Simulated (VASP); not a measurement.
# Relaxed cell of CaB6: a test of cutoff and mesh

Aim: test the relaxed volume of CaB6 against cutoff and mesh. The starting structure is a measured crystal structure from the Crystallography Open Database. The first relaxation on each setting starts from this cell expanded by 3 % in volume.

Program: VASP 6.6.1. Level of theory: Kohn-Sham DFT with plane waves and PAW; PBEsol. Results are calculated unless marked as measured.

The database entry behind the starting cell differs from later determinations by our own check (0.1 to 0.3 % short, old inner coordinate), so it need not match the best structure at ambient conditions.

## Step 1: Set-up

The structure is cubic, space group Pm-3m (No. 221). Conventional cell: a = 4.145 Å, b = 4.145 Å, c = 4.145 Å, α = 90.00°, β = 90.00°, γ = 90.00°. Nearest to Ca lie 24 B at 3.05 Å. Nearest to B lie 6 B at 1.72 to 2.43 Å and 4 Ca at 3.05 Å. Farther neighbours are not listed.

## Step 2: Reference relaxation

This run starts from the cell of an earlier relaxation, which isn't shown; the restart sets up the plane waves anew.

The input, INCAR:

```
SYSTEM = CaB6
PREC = Accurate
ENCUT = 450
EDIFF = 1E-06
NELM = 100
ISMEAR = 0
SIGMA = 0.03
LREAL = .FALSE.
ALGO = Normal
GGA = PS
NBANDS = 21
LORBIT = 11
LWAVE = .FALSE.
LCHARG = .FALSE.
KPAR = 8
IBRION = 2
NSW = 50
ISIF = 3
EDIFFG = -0.006
```

The input, POSCAR:

```
CaB6
1.0
    4.1305142127      0.0000000000      0.0000000000
    0.0000000000      4.1305142127      0.0000000000
    0.0000000000      0.0000000000      4.1305142127
Ca B
1 6
Direct
    0.5000000000      0.5000000000      0.5000000000
    0.0000000000      0.7015033503      0.0000000000
    0.0000000000      0.2984966497      0.0000000000
    0.7015033503      0.0000000000      0.0000000000
    0.2984966497      0.0000000000      0.0000000000
    0.0000000000      0.0000000000      0.7015033503
    0.0000000000      0.0000000000      0.2984966497
```

The input, KPOINTS:

```
Automatic mesh
0
Gamma
6 6 6
0 0 0
```

Potentials, in the order of the species: Ca_sv and B (PBE family, release 64).

On the command line:

```sh
$ mpirun -np 8 vasp_std
```

The program printed:

```text
[banner, memory and clock lines left out]
running    8 mpi-ranks, on    1 nodes
 distrk:  each k-point on    1 cores,    8 groups
 distr:  one band on    1 cores,    1 groups

 POSCAR found type information on POSCAR CaB
 POSCAR found :  2 types and       7 ions
|                                                                             |
|           W    W    AA    RRRRR   N    N  II  N    N   GGGG   !!!           |
|           W    W   A  A   R    R  NN   N  II  NN   N  G    G  !!!           |
|           W    W  A    A  R    R  N N  N  II  N N  N  G       !!!           |
|           W WW W  AAAAAA  RRRRR   N  N N  II  N  N N  G  GGG   !            |
|           WW  WW  A    A  R   R   N   NN  II  N   NN  G    G                |
|           W    W  A    A  R    R  N    N  II  N    N   GGGG   !!!           |
|                                                                             |
|     For optimal performance we recommend to set                             |
|       NCORE = 2 up to number-of-cores-per-socket                            |
|     NCORE specifies how many cores store one orbital (NPAR=cpu/NCORE).      |
|     This setting can greatly improve the performance of VASP for DFT.       |
|     The default, NCORE=1 might be grossly inefficient on modern             |
|     multi-core architectures or massively parallel machines. Do your        |
|     Unfortunately you need to use the default for GW and RPA                |
|     calculations (for HF NCORE is supported but not extensively tested      |
|     yet).                                                                   |
|                                                                             |

|                                                                             |
|               ----> ADVICE to this user running VASP <----                  |
|                                                                             |
|     You enforced a specific xc type in the INCAR file but a different       |
|     [... a line on the potential file left out ...]
|     I HOPE YOU KNOW WHAT YOU ARE DOING!                                     |
|                                                                             |

 LDA part: xc-table for (Slater+PW92), standard interpolation
 POSCAR, INCAR and KPOINTS ok, starting setup
 FFT: planning ... GRIDC
 FFT: planning ... GRID_SOFT
 FFT: planning ... GRID
 WAVECAR not read
 entering main loop
       N       E                     dE             d eps       ncg     rms          rms(c)
DAV:   1     0.129534818484E+03    0.12953E+03   -0.12295E+04   840   0.112E+03
DAV:   2    -0.436906668162E+02   -0.17323E+03   -0.16767E+03  1050   0.283E+02
DAV:   3    -0.520280013376E+02   -0.83373E+01   -0.83022E+01  1459   0.546E+01
DAV:   4    -0.521673246088E+02   -0.13932E+00   -0.13890E+00  1144   0.599E+00
DAV:   5    -0.521735973608E+02   -0.62728E-02   -0.62719E-02  1272   0.920E-01    0.102E+01
DAV:   6    -0.478431493165E+02    0.43304E+01   -0.60601E+00  1130   0.128E+01    0.521E+00
DAV:   7    -0.471139341320E+02    0.72922E+00   -0.45769E+00  1152   0.950E+00    0.148E+00
DAV:   8    -0.471459031667E+02   -0.31969E-01   -0.99996E-01  1091   0.565E+00    0.921E-01
DAV:   9    -0.470951884714E+02    0.50715E-01   -0.13572E-01  1126   0.201E+00    0.201E-01
DAV:  10    -0.470944028895E+02    0.78558E-03   -0.26454E-02  1221   0.782E-01    0.124E-01
DAV:  11    -0.470944724185E+02   -0.69529E-04   -0.22859E-03  1103   0.279E-01    0.485E-02
DAV:  12    -0.470944985907E+02   -0.26172E-04   -0.12019E-04  1171   0.621E-02    0.300E-02
DAV:  13    -0.470944635756E+02    0.35015E-04   -0.15618E-04  1134   0.672E-02    0.329E-03
DAV:  14    -0.470944643312E+02   -0.75556E-06   -0.97104E-06  1176   0.181E-02
   1 F= -.47094464E+02 E0= -.47094455E+02  d E =-.470945E+02
 curvature:   0.00 expect dE= 0.000E+00 dE for cont linesearch  0.000E+00
 trial: gam= 0.00000 g(F)=  0.342E-05 g(S)=  0.123E-04 ort = 0.000E+00 (trialstep = 0.100E+01)
 search vector abs. value=  0.157E-04
 reached required accuracy - stopping structural energy minimisation
```

The job ended after 5.4 s (8 MPI ranks of Intel Xeon 6975P-C (Granite Rapids), shared host; peak memory 1.4 GiB).

Lines that name or quote the potential files are left out of all logs, and their timing lines are given in words.

Parts of OUTCAR (step 2):

```text
ion  position               nearest neighbor table
   1  0.500  0.500  0.500-
   2  0.000  0.702  0.000-   3 1.66   4 1.74   5 1.74   6 1.74   7 1.74
   3  0.000  0.298  0.000-   2 1.66   4 1.74   5 1.74   6 1.74   7 1.74
   4  0.702  0.000  0.000-   5 1.66   3 1.74   2 1.74   6 1.74   7 1.74
   5  0.298  0.000  0.000-   4 1.66   3 1.74   2 1.74   6 1.74   7 1.74
   6  0.000  0.000  0.702-   7 1.66   3 1.74   4 1.74   5 1.74   2 1.74
   7  0.000  0.000  0.298-   6 1.66   3 1.74   4 1.74   5 1.74   2 1.74

  LATTYP: Found a simple cubic cell.
 ALAT       =     4.1305142127

 Subroutine GETGRP returns: Found 48 space group operations
 (whereof 48 operations were pure point group operations)

The static configuration has the point symmetry O_h .

 Found     20 irreducible k-points:

   k-points           NKPTS =     20   k-points in BZ     NKDIM =     20   number of bands    NBANDS=     21

   dimension x,y,z NGX =    30 NGY =   30 NGZ =   30
   dimension x,y,z NGXF=    60 NGYF=   60 NGZF=   60

   ENCUT  =  450.0 eV  33.07 Ry    5.75 a.u.   7.14  7.14  7.14*2*pi/ulx,y,z

   NELECT =      28.0000    total number of electrons

 k-points in reciprocal lattice and weights: Automatic mesh
   0.00000000  0.00000000  0.00000000       0.005
   0.16666667  0.00000000  0.00000000       0.028
   0.33333333  0.00000000  0.00000000       0.028
   0.50000000  0.00000000  0.00000000       0.014
   0.16666667  0.16666667  0.00000000       0.056
   0.33333333  0.16666667  0.00000000       0.111
   0.50000000  0.16666667  0.00000000       0.056
   0.33333333  0.33333333  0.00000000       0.056
   0.50000000  0.33333333  0.00000000       0.056
[...]
0.50000000  0.50000000  0.33333333       0.028
   0.50000000  0.50000000  0.50000000       0.005

 average (electrostatic) potential at core
       1 -45.0482       2 -26.7080       3 -26.7080       4 -26.7080       5 -26.7080
       6 -26.7080       7 -26.7080

 E-fermi :   4.6668

 k-point     1 :       0.0000    0.0000    0.0000
  band No.  band energies     occupation
    ...
     10      -0.6349      2.00000
     11      -0.6349      2.00000
     12       4.3195      2.00000
     13       4.3195      2.00000
     14       4.3195      2.00000
     15       7.4593      0.00000
     16       7.4593      0.00000
     17       7.4593      0.00000
     18       8.0181      0.00000
     19       8.0181      0.00000
    ...

 k-point     2 :       0.1667    0.0000    0.0000
  band No.  band energies     occupation
    ...
     10      -0.5429      2.00000
     11       0.4945      2.00000
     12       3.6223      2.00000
     13       3.6223      2.00000
     14       4.4083      2.00000
     15       6.1077      0.00000
     16       8.1231      0.00000
     17       8.1231      0.00000
     18       8.2129      0.00000
     19       9.2968      0.00000
    ...

 k-point     3 :       0.3333    0.0000    0.0000
  band No.  band energies     occupation
    ...
     10      -0.3353      2.00000
     11       2.1106      2.00000
     12       2.6468      2.00000
     13       2.6468      2.00000
     14       4.6075      1.99488
     15       4.9267      0.00000
     16       8.0462      0.00000
     17       8.0462      0.00000
     18       8.5146      0.00000
     19       8.7377      0.00000
    ...

  Total       -0.0244097     -0.0244097     -0.0244097      0.0000000      0.0000000     -0.0000000
  in kB       -0.5549593     -0.5549593     -0.5549593      0.0000000      0.0000000     -0.0000000
  external PRESSURE =      -0.5549593 kB  Pullay stress =       0.0000000 kB

  energy-cutoff  :      450.00
  volume of cell :       70.47
      direct lattice vectors                 reciprocal lattice vectors
     4.130514213  0.000000000  0.000000000     0.242100607  0.000000000  0.000000000
     0.000000000  4.130514213  0.000000000     0.000000000  0.242100607  0.000000000
     0.000000000  0.000000000  4.130514213     0.000000000  0.000000000  0.242100607

 POSITION                                       TOTAL-FORCE (eV/Angst)
 -----------------------------------------------------------------------------------
      2.06526      2.06526      2.06526         0.000000     -0.000000      0.000000
      0.00000      2.89757      0.00000         0.000000      0.003439     -0.000000
      0.00000      1.23294      0.00000        -0.000000     -0.003439      0.000000
      2.89757      0.00000      0.00000         0.003439     -0.000000     -0.000000
      1.23294      0.00000      0.00000        -0.003439     -0.000000      0.000000
      0.00000      0.00000      2.89757         0.000000     -0.000000      0.003439
      0.00000      0.00000      1.23294        -0.000000     -0.000000     -0.003439
 -----------------------------------------------------------------------------------
    total drift:                                0.000000      0.000000      0.000000

  FREE ENERGIE OF THE ION-ELECTRON SYSTEM (eV)
  ---------------------------------------------------
  free  energy   TOTEN  =       -47.0944643312 eV

  energy  without entropy=      -47.0944462906  energy(sigma->0) =      -47.09445531

 reached required accuracy - stopping structural energy minimisation

 total charge
# of ion       s       p       d       tot
------------------------------------------
    1        2.013   5.839   0.218   8.070
    2        0.699   1.373   0.000   2.072
    3        0.699   1.373   0.000   2.072
    4        0.699   1.373   0.000   2.072
    5        0.699   1.373   0.000   2.072
    6        0.699   1.373   0.000   2.072
    7        0.699   1.373   0.000   2.072
--------------------------------------------------
tot          6.209  14.074   0.218  20.502

[... 3 further parts left out ...]
```

The PAW data sets were made with PBE, which is usual practice but a small mismatch for other functionals. The run keeps the 48 symmetry operations of its start, so it cannot find a distortion of lower symmetry.

The reference relaxation ends at 10.067 Å³ an atom.

## Step 3: Relaxation with a cutoff of 320 eV

Against step 2 the input has ENCUT = 320. This run starts from the cell of an earlier relaxation, which isn't shown; the restart sets up the plane waves anew.

INCAR, as its differences from that of step 2:

```diff
@@ -2,3 +2,3 @@
 PREC = Accurate
-ENCUT = 450
+ENCUT = 320
 EDIFF = 1E-06
```

The input, POSCAR:

```
CaB6
1.0
    4.1212492400      0.0000000000      0.0000000000
    0.0000000000      4.1212492400      0.0000000000
    0.0000000000      0.0000000000      4.1212492400
Ca B
1 6
Direct
    0.5000000000      0.5000000000      0.5000000000
    0.0000000000      0.7013884844      0.0000000000
    0.0000000000      0.2986115156      0.0000000000
    0.7013884844      0.0000000000      0.0000000000
    0.2986115156      0.0000000000      0.0000000000
    0.0000000000      0.0000000000      0.7013884844
    0.0000000000      0.0000000000      0.2986115156
```

KPOINTS is that of step 2.

On the command line:

```sh
$ mpirun -np 8 vasp_std
```

The program printed:

```text
[banner, memory and clock lines left out]
running    8 mpi-ranks, on    1 nodes
[...]
[... a notice as in an earlier step ...]

 [... a notice as in an earlier step ...]

 LDA part: xc-table for (Slater+PW92), standard interpolation
 POSCAR, INCAR and KPOINTS ok, starting setup
[...]
entering main loop
       N       E                     dE             d eps       ncg     rms          rms(c)
DAV:   1     0.101598443791E+03    0.10160E+03   -0.10231E+04   840   0.860E+02
DAV:   2    -0.458657997979E+02   -0.14746E+03   -0.14373E+03  1069   0.238E+02
DAV:   3    -0.520749119729E+02   -0.62091E+01   -0.61894E+01  1488   0.442E+01
DAV:   4    -0.521724476002E+02   -0.97536E-01   -0.97323E-01  1179   0.449E+00
[...]
DAV:  12    -0.470576075653E+02   -0.31202E-04   -0.11778E-04  1194   0.594E-02    0.286E-02
DAV:  13    -0.470575664871E+02    0.41078E-04   -0.18670E-04  1121   0.711E-02    0.375E-03
DAV:  14    -0.470575670800E+02   -0.59292E-06   -0.97286E-06  1066   0.182E-02
   1 F= -.47057567E+02 E0= -.47057559E+02  d E =-.470576E+02
[... from here on, the cycles between the ionic steps are left out ...]
   2 F= -.47057604E+02 E0= -.47057596E+02  d E =-.366289E-04
   3 F= -.47057633E+02 E0= -.47057625E+02  d E =-.661268E-04
   4 F= -.47057621E+02 E0= -.47057613E+02  d E =0.126633E-04
   5 F= -.47057639E+02 E0= -.47057631E+02  d E =-.572964E-05
[...]
reached required accuracy - stopping structural energy minimisation
```

Elapsed: 6.4 s, on 8 MPI ranks; peak memory 1.2 GiB; 28 s of CPU time.

From OUTCAR (step 3):

```text
  Total        0.0015286      0.0015286      0.0015286     -0.0000000      0.0000000     -0.0000000
  in kB        0.0350368      0.0350368      0.0350368     -0.0000000      0.0000000     -0.0000000
  external PRESSURE =       0.0350368 kB  Pullay stress =       0.0000000 kB

 POSITION                                       TOTAL-FORCE (eV/Angst)
 -----------------------------------------------------------------------------------
      2.05966      2.05966      2.05966        -0.000000      0.000000      0.000000
      0.00000      2.88919     -0.00000        -0.000000     -0.000212      0.000000
      0.00000      1.23012     -0.00000        -0.000000      0.000212     -0.000000
      2.88919      0.00000     -0.00000        -0.000212     -0.000000      0.000000
      1.23012      0.00000     -0.00000         0.000212      0.000000     -0.000000
      0.00000      4.11932      2.88919        -0.000000     -0.000000     -0.000212
      0.00000      0.00000      1.23012        -0.000000      0.000000      0.000212
 -----------------------------------------------------------------------------------
    total drift:                                0.000000      0.000000     -0.000000

  FREE ENERGIE OF THE ION-ELECTRON SYSTEM (eV)
  ---------------------------------------------------
  free  energy   TOTEN  =       -47.0576389364 eV

  energy  without entropy=      -47.0576233756  energy(sigma->0) =      -47.05763116

[... 2 parts as in an earlier step ...]

[... 2 further parts left out ...]
[key lines of the parts left out:]
E-fermi :   4.7293
```

With a cutoff of 320 eV the cell ends at 9.986 Å³ an atom, -0.81 % from the reference.

## Step 4: Relaxation with a 3×3×3 mesh

Against step 2 the input has a 3×3×3 mesh (also changed: KPAR and NCORE). This run starts from the cell of an earlier relaxation, which isn't shown; the restart sets up the plane waves anew.

INCAR, as its differences from that of step 3:

```diff
@@ -2,3 +2,3 @@
 PREC = Accurate
-ENCUT = 320
+ENCUT = 450
 EDIFF = 1E-06
@@ -14,3 +14,4 @@
 LCHARG = .FALSE.
-KPAR = 8
+KPAR = 2
+NCORE = 4
 IBRION = 2
```

The input, POSCAR:

```
CaB6
1.0
    4.1373534665      0.0000000000      0.0000000000
    0.0000000000      4.1373534665      0.0000000000
    0.0000000000      0.0000000000      4.1373534665
Ca B
1 6
Direct
    0.5000000000      0.5000000000      0.5000000000
    0.0000000000      0.7029397274      0.0000000000
    0.0000000000      0.2970602726      0.0000000000
    0.7029397274      0.0000000000      0.0000000000
    0.2970602726      0.0000000000      0.0000000000
    0.0000000000      0.0000000000      0.7029397274
    0.0000000000      0.0000000000      0.2970602726
```

The input, KPOINTS:

```
Automatic mesh
0
Gamma
3 3 3
0 0 0
```

On the command line:

```sh
$ mpirun -np 8 vasp_std
```

The program printed:

```text
[banner, memory and clock lines left out]
running    8 mpi-ranks, on    1 nodes
[...]
[... a notice as in an earlier step ...]

 LDA part: xc-table for (Slater+PW92), standard interpolation
 POSCAR, INCAR and KPOINTS ok, starting setup
[...]
entering main loop
       N       E                     dE             d eps       ncg     rms          rms(c)
DAV:   1     0.127035709381E+03    0.12704E+03   -0.11951E+04   168   0.111E+03
DAV:   2    -0.435725594572E+02   -0.17061E+03   -0.16330E+03   202   0.277E+02
DAV:   3    -0.520157406554E+02   -0.84432E+01   -0.84067E+01   283   0.546E+01
DAV:   4    -0.521552027529E+02   -0.13946E+00   -0.13896E+00   232   0.577E+00
[...]
DAV:  13    -0.469217137554E+02    0.54192E-04   -0.24704E-04   235   0.877E-02    0.284E-03
DAV:  14    -0.469217151545E+02   -0.13991E-05   -0.13333E-05   206   0.223E-02    0.313E-03
DAV:  15    -0.469217147052E+02    0.44933E-06   -0.62120E-07   119   0.488E-03
   1 F= -.46921715E+02 E0= -.46921715E+02  d E =-.469217E+02
[...]
reached required accuracy - stopping structural energy minimisation
```

Run time: 3.2 s. Hardware: 8 MPI ranks; peak memory 0.93 GiB.

OUTCAR, selected parts (step 4):

```text
  Total        0.0074532      0.0074532      0.0074532      0.0000000      0.0000000     -0.0000000
  in kB        0.1686119      0.1686119      0.1686119      0.0000000      0.0000000     -0.0000000
  external PRESSURE =       0.1686119 kB  Pullay stress =       0.0000000 kB

 POSITION                                       TOTAL-FORCE (eV/Angst)
 -----------------------------------------------------------------------------------
      2.06868      2.06868      2.06868        -0.000000     -0.000000      0.000000
      0.00000      2.90831      0.00000        -0.000000     -0.000257     -0.000000
      0.00000      1.22904      0.00000        -0.000000      0.000257     -0.000000
      2.90831      0.00000      0.00000        -0.000257     -0.000000     -0.000000
      1.22904      0.00000      0.00000         0.000257      0.000000      0.000000
      0.00000      0.00000      2.90831        -0.000000     -0.000000     -0.000257
      0.00000      0.00000      1.22904        -0.000000      0.000000      0.000257
 -----------------------------------------------------------------------------------
    total drift:                                0.000000      0.000000      0.000000

  FREE ENERGIE OF THE ION-ELECTRON SYSTEM (eV)
  ---------------------------------------------------
  free  energy   TOTEN  =       -46.9217147052 eV

  energy  without entropy=      -46.9217147052  energy(sigma->0) =      -46.92171471

[... 1 part as in an earlier step ...]

[... 3 further parts left out ...]
[key lines of the parts left out:]
E-fermi :   4.7266
```

With a 3×3×3 mesh the cell ends at 10.117 Å³ an atom, +0.50 % from the reference.

[end of part 1 of 2]

[Lines on the potential files, build, host, timing and source positions are cut from VASP's logs without a mark.]

[Logs are printed without paths, hosts, clocks, repeated set-up lines and the standing remarks that a program may print on its own settings, such as how far it seeks lower states.]

[Hosts, paths, dates, database ids (printed as entryN), source tags and the programs' standing remarks are cut or masked in the printed files.]
